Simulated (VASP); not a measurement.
Si:

```
CELL_PARAMETERS angstrom
0.00000 2.71547 2.71547
2.71547 0.00000 2.71547
2.71547 2.71547 0.00000
ATOMIC_POSITIONS crystal
Si 0.50000 0.50000 0.50000
Si 0.75000 0.75000 0.75000
```

```yaml
Program: VASP 6.6.1
Task: relaxation of cell and atoms
Functional: PBE
Potentials_or_basis: VASP PAW PBE potentials, release 64 (Si)
Cutoff: 600 eV
k_mesh: 10 × 10 × 10
Occupations: gaussian, width 0.02 eV
Spin: no spin polarisation
```

At the start: pressure 1.9 GPa; volume 20.02 Å³/atom.

Q: How do energy, volume and symmetry change on relaxing?

A: Over 3 steps the energy falls by 2.5 meV/atom and the volume is 20.44 Å³/atom (+2.1 %); space group Fd-3m (No. 227, to 0.05 Å).

Step by step:
```csv
step,energy change (eV),largest force (eV/Å),pressure (GPa),volume (Å³)
1,0.0000,0.0000,1.94,40.05
2,-0.0027,0.0000,-1.21,41.47
3,-0.0050,0.0000,0.01,40.89
```

Final structure:
```
CELL_PARAMETERS angstrom
0.00000 2.73429 2.73429
2.73429 0.00000 2.73429
2.73429 2.73429 0.00000
ATOMIC_POSITIONS crystal
Si 0.50000 0.50000 0.50000
Si 0.75000 0.75000 0.75000
```
